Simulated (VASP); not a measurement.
Computed with PBEsol GGA, VASP's PBE PAW potentials (set 64) (plane waves; VASP).

The input files of a VASP run:

**INCAR**
```
SYSTEM=As
PREC=Accurate; ENCUT=400; LREAL=.False.
LASPH=.True.
EDIFF=1E-7; NELM=100; ALGO=Normal
LMAXMIX=4
ISMEAR=-5
GGA=PS
ISIF=2
LWAVE=.False.; LCHARG=.True.; LORBIT=11
NEDOS=601
```

POSCAR:
```
As
1.0
 -2.6471171017   2.6471171017   1.3870530802
  2.6471171017  -2.6471171017   1.3870530802
  2.6471171017   2.6471171017  -1.3870530802
As
2
Direct
  0.7500000000   0.2500000000   0.5000000000
  0.0000000000   0.0000000000   0.0000000000
```

KPOINTS:
```
Automatic mesh
0
G
  16 16 16
```

POTCAR, in this order: As (PBE.64 set). Program: vasp_std.

Task: Estimate the energy per atom (σ→0), band gap (on the k-mesh).

Result: 
```yaml
energy per atom (σ→0): -4.917 eV/atom
band gap (on the k-mesh): none (metal, semimetal or under 0.01 eV)
```

File OSZICAR:
```
...
DAV:   5    -0.984239092764E+01   -0.90127E-05   -0.89682E-05  6947   0.575E-02    0.313E+00
DAV:   6    -0.983668979622E+01    0.57011E-02   -0.11322E-03  6860   0.272E-01    0.185E+00
DAV:   7    -0.983318960054E+01    0.35002E-02   -0.27385E-03  6576   0.418E-01    0.602E-02
DAV:   8    -0.983319667088E+01   -0.70703E-05   -0.51405E-05  6730   0.635E-02    0.871E-03
DAV:   9    -0.983319709124E+01   -0.42036E-06   -0.84628E-07  8164   0.835E-03    0.182E-03
DAV:  10    -0.983319658369E+01    0.50755E-06   -0.11704E-07  4247   0.243E-03    0.208E-04
DAV:  11    -0.983319658346E+01    0.22629E-09   -0.59784E-09  3507   0.724E-04
   1 F= -.98331966E+01 E0= -.98331966E+01  d E =0.000000E+00
```

The structure was generated: As was put into the beta-Sn type (I4_1/amd), which need not be its known phase. It was relaxed first.
